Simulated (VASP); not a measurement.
Consider the following.

```
Sr2S4Si
1.0
    6.60217     0.00000    -0.00433
    0.00000     6.66174     0.00000
   -2.58536     0.00000     7.84820
Sr Si S
4 2 8
Cartesian
 -0.58552   4.99631   7.46711
  4.60233   1.66544   0.37676
  0.37482   4.99631   3.36824
  3.64200   1.66544   4.47563
  2.69757   4.99631   6.24873
  1.31924   1.66544   1.59514
  5.68928   4.99631   0.47901
 -1.67246   1.66544   7.36486
  4.40544   4.99631   4.98190
 -0.38862   1.66544   2.86197
  1.46004   3.34290   5.78157
  2.55678   3.31884   2.06229
  2.55678   0.01203   2.06229
  1.46004   6.64972   5.78157
```

Calculation: r2SCAN meta-GGA, VASP's PBE PAW potentials (set 64) (plane waves; VASP 6.6.1). Run with LREAL = Auto, 400 eV cut-off, 3×3×3 Γ-centred mesh, Gaussian smearing of 0.050 eV, potentials Sr_sv Si S.

**Question.** What does the run give for the energy per atom (σ→0)?

**Answer.** 
```
Quantity                            Result
---------------------  -------------------
energy per atom (σ→0)  -1154.2 kJ/mol-atom
```

The absolute energy has meaning only against runs of the same code, potentials and settings.

The structure comes from a computed database's Sr2SiS4 entry (P2_1/m); how it stands against other phases isn't given here. It was relaxed first. The start is the result of an earlier pass.
